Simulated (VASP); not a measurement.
Runs of VASP 6.6.1 on FSiH3. The cell holds a molecule in a box, 5 atoms: a = 12.000 Å, b = 12.000 Å, c = 12.000 Å, α = 90.00°, β = 90.00°, γ = 90.00°. 

| task | level | potentials or basis | cell | cutoff (eV) | gap on the mesh (eV) | largest force (eV/Å) |
| --- | --- | --- | --- | --- | --- | --- |
| relaxation of the atoms | revPBE+D3(BJ) | VASP PAW PBE potentials, release 64 (F_s, Si, H_s) | atoms relaxed | 400 | (a) | - |
| single point | PBE | VASP PAW PBE potentials, release 64 (F, Si, H) | as given | 520 | 7.10 | 0.73 |
| electron localisation function | PBE | VASP PAW PBE potentials, release 64 (F, Si, H) | as given | 520 | 7.10 | 0.73 |
| relaxation of the atoms | BLYP | VASP PAW PBE potentials, release 64 (F_h, Si, H_h) | atoms relaxed | 900 | 7.14 | 0.01 |
| atomic charges | PBE+TS | VASP PAW PBE potentials, release 64 (F, Si, H) | as given | 520 | 7.10 | 0.74 |

Alike in all rows: no spin polarisation; k mesh 1 × 1 × 1; smearing gaussian 0.01 eV.

Fill in the values left out.

(a) 7.09.

Caveats: the PAW data sets were made with another functional, which shifts forces and pressure a little (some runs).

A k mesh can miss the band edges.

Not every run made on this cell is shown here.
